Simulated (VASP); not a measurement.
A 71-atom supercell of AlN (wurtzite) holds N vacancy in charge state -2. It is relaxed twice, with the total moment held at 1 and at 3 μB. These are PBE GGA, VASP's PBE PAW potentials (set 64) (plane waves; VASP) values and carry that method's errors. Run with PREC = Normal, LREAL = Auto, ISYM = 0, NELECT = 285.0, EDIFF = 1E-5, 400 eV cut-off, 1×1×1 Γ-centred mesh, Gaussian smearing of 0.050 eV, potentials Al N.

The cell is charged, with a uniform compensating background. The supercell is sampled at Γ alone, which is coarse: total energies, pressure and levels can be off, energies of defects by several tenths of an eV.

Which spin state lies lower, and by how much?

The state with 1 μB lies lower, by 0.29 eV.

The cell is a supercell with a defect, built from AlN (wurtzite).
